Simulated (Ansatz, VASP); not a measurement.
# Cross-check of SrCl2 between VASP and Ansatz, part 2 of 3

One calculation is typed for both programs; each brings its own data sets. How far apart do they land? The cell is taken from a series of runs on this material, whose earlier steps may have relaxed, scaled, displaced or heated it; both programs get it as it stands.

VASP 6.6.1 and Ansatz 0.2.0.

So far: Starting point; Ansatz: zone-centre phonons, PBE.

## (3) VASP: zone-centre phonons, PBE

Level of this step: PBE; plane waves and PAW (Sr_sv, Cl) (VASP).

The same cell, functional and mesh now go to VASP, with its own data sets.

Lines of VASP's logs that name or quote its potential files are left out, and so is its time.

The input, INCAR:

```
SYSTEM = SrCl2
PREC = Accurate
ENCUT = 500
EDIFF = 1E-08
NELM = 120
ISMEAR = 0
SIGMA = 0.01
LREAL = .FALSE.
ALGO = Normal
GGA = PE
NBANDS = 18
LORBIT = 11
LWAVE = .FALSE.
LCHARG = .FALSE.
ISIF = 2
IBRION = 8
LEPSILON = .TRUE.
LASPH = .TRUE.
GGA_COMPAT = .FALSE.
EFERMI = MIDGAP
KPAR = 2
```

The input, POSCAR:

```
SrCl2
1.0
   -3.5196228010      0.0000000000      3.5196228010
    0.0000000000      3.5196228010      3.5196228010
   -3.5196228010      3.5196228010      0.0000000000
Sr Cl
1 2
Direct
    0.0000000000      0.0000000000      0.0000000000
    0.7500000000      0.7500000000      0.7500000000
    0.2500000000      0.2500000000      0.2500000000
```

The input, KPOINTS:

```
Automatic mesh
0
Gamma
6 6 6
0 0 0
```

PAW data sets: Sr_sv and Cl (PBE family, release 64).

The run is started by

```sh
> mpirun -np 2 vasp_std
```

Output:

```text
[banner, memory and clock lines left out]
running    2 mpi-ranks, on    1 nodes
 distrk:  each k-point on    1 cores,    2 groups
 distr:  one band on    1 cores,    1 groups

 POSCAR found type information on POSCAR SrCl
 POSCAR found :  2 types and       3 ions
 LDA part: xc-table for (Slater+PW92), standard interpolation
 POSCAR, INCAR and KPOINTS ok, starting setup
 FFT: planning ... GRIDC
 FFT: planning ... GRID_SOFT
 FFT: planning ... GRID
 WAVECAR not read
 entering main loop
       N       E                     dE             d eps       ncg     rms          rms(c)
DAV:   1     0.139551374475E+03    0.13955E+03   -0.11303E+04   576   0.116E+03
DAV:   2    -0.435192752358E+01   -0.14390E+03   -0.14044E+03   776   0.224E+02
DAV:   3    -0.128730175823E+02   -0.85211E+01   -0.85034E+01   800   0.563E+01
DAV:   4    -0.130759101641E+02   -0.20289E+00   -0.20273E+00   958   0.749E+00
DAV:   5    -0.130780411945E+02   -0.21310E-02   -0.21308E-02   820   0.661E-01    0.122E+01
DAV:   6    -0.127724077527E+02    0.30563E+00   -0.68331E-01   686   0.460E+00    0.792E+00
DAV:   7    -0.127812903251E+02   -0.88826E-02   -0.38257E-01   828   0.375E+00    0.214E+00
DAV:   8    -0.127883186087E+02   -0.70283E-02   -0.56028E-02   694   0.133E+00    0.356E-01
DAV:   9    -0.127896329530E+02   -0.13143E-02   -0.23405E-03   824   0.283E-01    0.129E-01
DAV:  10    -0.127909267429E+02   -0.12938E-02   -0.10288E-03   644   0.190E-01    0.352E-02
DAV:  11    -0.127910181367E+02   -0.91394E-04   -0.75501E-05   776   0.486E-02    0.410E-02
DAV:  12    -0.127910328910E+02   -0.14754E-04   -0.17191E-05   668   0.215E-02    0.372E-03
DAV:  13    -0.127910350894E+02   -0.21983E-05   -0.30500E-06   766   0.951E-03    0.472E-03
DAV:  14    -0.127910349517E+02    0.13767E-06   -0.56711E-07   642   0.456E-03    0.191E-03
DAV:  15    -0.127910349982E+02   -0.46558E-07   -0.14861E-08   792   0.863E-04    0.797E-04
DAV:  16    -0.127910350286E+02   -0.30342E-07   -0.31491E-09   526   0.428E-04    0.954E-05
DAV:  17    -0.127910350405E+02   -0.11949E-07   -0.44104E-10   418   0.165E-04    0.151E-04
DAV:  18    -0.127910350406E+02   -0.10209E-09   -0.18205E-10   372   0.818E-05
   1 F= -.12791035E+02 E0= -.12791035E+02  d E =0.000000E+00
 Linear response reoptimize wavefunctions to high precision
DAV:   1    -0.127910350399E+02    0.72851E-09   -0.45604E-11   408   0.345E-05
DAV:   2    -0.127910350399E+02   -0.40927E-11   -0.17727E-12   390   0.156E-05
 Linear response G [H, r] |phi>, progress :
  Direction:   1
       N       E                     dE             d eps       ncg     rms
RMM:   1    -0.867049373438E+02   -0.86705E+02    0.45186E+02  1200   0.107E+02
RMM:   2    -0.826210877986E+02    0.40838E+01   -0.11970E+01  1114   0.202E+01
RMM:   3    -0.830141271303E+02   -0.39304E+00   -0.26474E+00  1269   0.617E+00
RMM:   4    -0.830909542851E+02   -0.76827E-01   -0.56158E-01  1312   0.253E+00
RMM:   5    -0.831072164328E+02   -0.16262E-01   -0.11742E-01  1335   0.109E+00
RMM:   6    -0.831094628054E+02   -0.22464E-02   -0.19645E-02  1333   0.436E-01
RMM:   7    -0.831098454058E+02   -0.38260E-03   -0.28885E-02  1397   0.210E-01
RMM:   8    -0.831112679349E+02   -0.14225E-02    0.29293E-02  1392   0.102E-01
RMM:   9    -0.831110918494E+02    0.17609E-03    0.13407E-02  1377   0.475E-02
RMM:  10    -0.831113237699E+02   -0.23192E-03    0.39702E-03  1356   0.236E-02
RMM:  11    -0.831112394373E+02    0.84333E-04    0.23301E-03  1333   0.127E-02
RMM:  12    -0.831112579026E+02   -0.18465E-04   -0.30256E-04  1325   0.732E-03
RMM:  13    -0.831112434419E+02    0.14461E-04    0.35635E-04  1309   0.480E-03
RMM:  14    -0.831112424265E+02    0.10154E-05   -0.34446E-04  1286   0.349E-03
RMM:  15    -0.831112395742E+02    0.28523E-05   -0.10976E-04  1247   0.278E-03
RMM:  16    -0.831112402878E+02   -0.71357E-06   -0.33635E-04  1211   0.242E-03
RMM:  17    -0.831112408331E+02   -0.54527E-06   -0.24069E-04  1127   0.222E-03
RMM:  18    -0.831112413029E+02   -0.46981E-06   -0.25937E-04  1099   0.211E-03
RMM:  19    -0.831112414937E+02   -0.19078E-06   -0.31574E-04  1064   0.205E-03
RMM:  20    -0.831112415522E+02   -0.58557E-07   -0.31759E-04  1035   0.201E-03
RMM:  21    -0.831112415107E+02    0.41481E-07   -0.31097E-04  1039   0.199E-03
 Linear response G [H, r] |phi>, progress :
  Direction:   2
       N       E                     dE             d eps       ncg     rms
RMM:   1    -0.882251581346E+02   -0.88225E+02    0.44468E+02  1194   0.108E+02
RMM:   2    -0.849053428919E+02    0.33198E+01   -0.11690E+01  1112   0.209E+01
RMM:   3    -0.853513448182E+02   -0.44600E+00   -0.24922E+00  1262   0.638E+00
RMM:   4    -0.854396848931E+02   -0.88340E-01   -0.49436E-01  1309   0.259E+00
RMM:   5    -0.854588781305E+02   -0.19193E-01   -0.96380E-02  1341   0.109E+00
RMM:   6    -0.854618923092E+02   -0.30142E-02   -0.19382E-02  1338   0.427E-01
RMM:   7    -0.854619078185E+02   -0.15509E-04   -0.11501E-02  1395   0.200E-01
[...]
dielectric tensor                  component  3 :     0.011     0.011     3.245
 Linear response to external field, progress :
  Direction:   1
       N       E                     dE             d eps       ncg     rms          rms(c)
RMM:   1    -0.500839230413E+00   -0.50084E+00   -0.13994E+00  2277   0.371E+00
[...]
RMM:  14    -0.510343184382E+00   -0.12946E-06   -0.13565E-06  2328   0.412E-04    0.841E-05
RMM:  15    -0.510343068124E+00    0.11626E-06   -0.93501E-07  2038   0.241E-04    0.233E-05
RMM:  16    -0.510343032462E+00    0.35662E-07   -0.47534E-07  1756   0.189E-04    0.928E-06
 change of polarisation eV/A/(eV/A) component  2 :    -0.006     0.909     0.004
 dielectric tensor                  component  2 :    -0.013     2.886     0.008
 Linear response to external field, progress :
  Direction:   3
       N       E                     dE             d eps       ncg     rms          rms(c)
RMM:   1    -0.500854349689E+00   -0.50085E+00   -0.13995E+00  2274   0.371E+00
RMM:   2    -0.522135072878E+00   -0.21281E-01   -0.48633E-02  2217   0.929E-01    0.174E+00
RMM:   3    -0.468935301921E+00    0.53200E-01   -0.12423E-01  1997   0.153E+00    0.893E-01
RMM:   4    -0.485800351190E+00   -0.16865E-01   -0.64095E-02  2105   0.114E+00    0.352E-01
RMM:   5    -0.508545554316E+00   -0.22745E-01   -0.40533E-03  2149   0.403E-01    0.500E-02
RMM:   6    -0.508764713897E+00   -0.21916E-03   -0.10532E-03  2358   0.131E-01    0.323E-02
RMM:   7    -0.509949209968E+00   -0.11845E-02   -0.20166E-04  2329   0.611E-02    0.140E-02
RMM:   8    -0.510256135153E+00   -0.30693E-03   -0.44744E-05  2414   0.254E-02    0.473E-03
RMM:   9    -0.510364097992E+00   -0.10796E-03   -0.32630E-05  2433   0.107E-02    0.214E-03
RMM:  10    -0.510360007160E+00    0.40908E-05   -0.15735E-05  2440   0.560E-03    0.131E-03
RMM:  11    -0.510343242057E+00    0.16765E-04   -0.40798E-06  2465   0.320E-03    0.280E-04
RMM:  12    -0.510342167724E+00    0.10743E-05   -0.56295E-06  2551   0.139E-03    0.285E-04
RMM:  13    -0.510342133856E+00    0.33868E-07   -0.15006E-06  2487   0.637E-04    0.227E-04
RMM:  14    -0.510342447099E+00   -0.31324E-06   -0.40679E-07  2336   0.419E-04    0.125E-04
RMM:  15    -0.510342457183E+00   -0.10083E-07   -0.55338E-07  2079   0.247E-04    0.409E-05
RMM:  16    -0.510342358075E+00    0.99107E-07   -0.11386E-07  1851   0.187E-04    0.573E-06
 change of polarisation eV/A/(eV/A) component  3 :     0.002     0.002     0.909
 dielectric tensor                  component  3 :     0.003     0.003     2.886
 Linear response DOF=           2
 Linear response progress:
  Degree of freedom:   1/  2
       N       E                     dE             d eps       ncg     rms          rms(c)
RMM:   1    -0.298055819416E+00   -0.29806E+00    0.37919E-01  1763   0.334E+00
RMM:   2    -0.300705173695E+00   -0.26494E-02   -0.29387E-02  1867   0.774E-01    0.226E-01
RMM:   3    -0.301733027828E+00   -0.10279E-02   -0.36576E-03  2236   0.279E-01    0.163E-01
RMM:   4    -0.302018562670E+00   -0.28553E-03   -0.60765E-04  2235   0.132E-01    0.497E-02
RMM:   5    -0.302328197956E+00   -0.30964E-03   -0.88138E-05  2280   0.470E-02    0.180E-02
RMM:   6    -0.302429582351E+00   -0.10138E-03   -0.16160E-05  2370   0.209E-02    0.745E-03
RMM:   7    -0.302415879440E+00    0.13703E-04   -0.33677E-06  2430   0.810E-03    0.259E-03
RMM:   8    -0.302408236731E+00    0.76427E-05   -0.87092E-07  2393   0.399E-03    0.116E-03
RMM:   9    -0.302402925171E+00    0.53116E-05   -0.16146E-07  2451   0.191E-03    0.636E-04
RMM:  10    -0.302402339327E+00    0.58584E-06    0.72564E-07  2498   0.968E-04    0.190E-04
RMM:  11    -0.302401679092E+00    0.66023E-06    0.26655E-07  2621   0.414E-04    0.122E-04
RMM:  12    -0.302400617171E+00    0.10619E-05   -0.24907E-08  2572   0.235E-04    0.386E-05
RMM:  13    -0.302401272262E+00   -0.65509E-06    0.42258E-08  2556   0.141E-04    0.290E-05
RMM:  14    -0.302401183543E+00    0.88719E-07    0.47614E-08  2705   0.895E-05    0.225E-05
RMM:  15    -0.302401012819E+00    0.17072E-06    0.41213E-09  2643   0.677E-05    0.409E-06
RMM:  16    -0.302401010992E+00    0.18269E-08    0.28831E-08  2661   0.556E-05    0.216E-06
 first order change of Fermi-energy   0.23104E-04
 force on displaced ion       1 direction 1 :  -2.354   0.000   0.000
 Born effective charge ion    1 direction 1 :   2.499   0.000   0.000
 Linear response progress:
  Degree of freedom:   2/  2
       N       E                     dE             d eps       ncg     rms          rms(c)
RMM:   1    -0.203594116938E+00   -0.20359E+00   -0.12076E-02  3676   0.235E+00
RMM:   2    -0.201107963900E+00    0.24862E-02   -0.49115E-03  2834   0.377E-01    0.152E-01
RMM:   3    -0.201714618973E+00   -0.60666E-03   -0.26401E-04  3077   0.847E-02    0.896E-02
RMM:   4    -0.202451411298E+00   -0.73679E-03   -0.18192E-04  3032   0.587E-02    0.166E-02
RMM:   5    -0.202327326119E+00    0.12409E-03   -0.25217E-05  3428   0.208E-02    0.711E-03
RMM:   6    -0.202341550288E+00   -0.14224E-04   -0.40162E-06  3736   0.821E-03    0.262E-03
RMM:   7    -0.202371309924E+00   -0.29760E-04   -0.31882E-06  3659   0.400E-03    0.133E-03
RMM:   8    -0.202363749396E+00    0.75605E-05    0.49437E-06  3785   0.183E-03    0.197E-04
RMM:   9    -0.202365233018E+00   -0.14836E-05   -0.80187E-06  4091   0.741E-04    0.121E-04
RMM:  10    -0.202365258097E+00   -0.25079E-07    0.45063E-06  4084   0.340E-04    0.363E-05
RMM:  11    -0.202365265597E+00   -0.74995E-08   -0.12042E-06  4160   0.165E-04    0.277E-05
RMM:  12    -0.202365160018E+00    0.10558E-06    0.93335E-07  4191   0.926E-05    0.120E-05
RMM:  13    -0.202365150587E+00    0.94307E-08   -0.44057E-07  4313   0.602E-05    0.131E-05
RMM:  14    -0.202365171464E+00   -0.20876E-07    0.16145E-07  4072   0.476E-05    0.624E-06
RMM:  15    -0.202365159836E+00    0.11627E-07    0.31171E-08  4216   0.415E-05    0.430E-06
RMM:  16    -0.202365157986E+00    0.18500E-08    0.11484E-07  4114   0.383E-05    0.334E-06
RMM:  17    -0.202365157927E+00    0.59882E-10    0.11728E-07  3725   0.370E-05    0.208E-06
RMM:  18    -0.202365156699E+00    0.12272E-08    0.12943E-07  3437   0.366E-05    0.101E-06
RMM:  19    -0.202365156604E+00    0.95552E-10    0.12748E-07  3196   0.365E-05    0.582E-07
RMM:  20    -0.202365156367E+00    0.23685E-09    0.12675E-07  3046   0.364E-05    0.382E-07
RMM:  21    -0.202365156369E+00   -0.17866E-11    0.12792E-07  2972   0.364E-05    0.255E-07
RMM:  22    -0.202365156282E+00    0.86655E-10    0.12625E-07  2950   0.364E-05    0.861E-08
 first order change of Fermi-energy   0.31156E-04
 force on displaced ion       2 direction 1 :  -2.525   0.000   0.000
 Born effective charge ion    2 direction 1 :  -1.249   0.000   0.000
 Born effective charges drift removed
 Linear response finished
```

(Part 2 of 3 ends here.)

[Lines on the potential files, build, host, timing and source positions are cut from VASP's logs without a mark.]

[Logs are printed without paths, hosts, clocks, repeated set-up lines and the standing remarks that a program may print on its own settings, such as how far it seeks lower states.]

[Hosts, paths, dates, database ids (printed as entryN), source tags and the programs' standing remarks are cut or masked in the printed files.]
